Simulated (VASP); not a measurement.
Consider the following.

```
CdI2
1.0
    1.96392    -3.40161     0.00000
    1.96392     3.40161     0.00000
    0.00000     0.00000     6.18005
Cd I
1 2
Cartesian
  0.00000   0.00000   0.00000
  1.96392   1.13387   1.73364
  1.96392  -1.13387   4.44641
```

Method: PBEsol GGA, VASP's PBE PAW potentials (set 64) (plane waves; VASP). Settings: 500 eV cut-off, 7×7×4 Γ-centred mesh, Gaussian smearing of 0.050 eV, potentials Cd I.

Without a dispersion term in the relaxation, distances and binding between the weakly bound layers, chains or molecules are unreliable, and so is what depends on them.

Question: Estimate the energy per atom (σ→0), pressure.

Answer: 
energy per atom (σ→0): -1947 meV/atom
pressure: 9.97 GPa

The absolute energy has meaning only against runs of the same code, potentials and settings.

The compound is CdI2 in the 1T layered structure. It was relaxed first under an external pressure of 10 GPa.
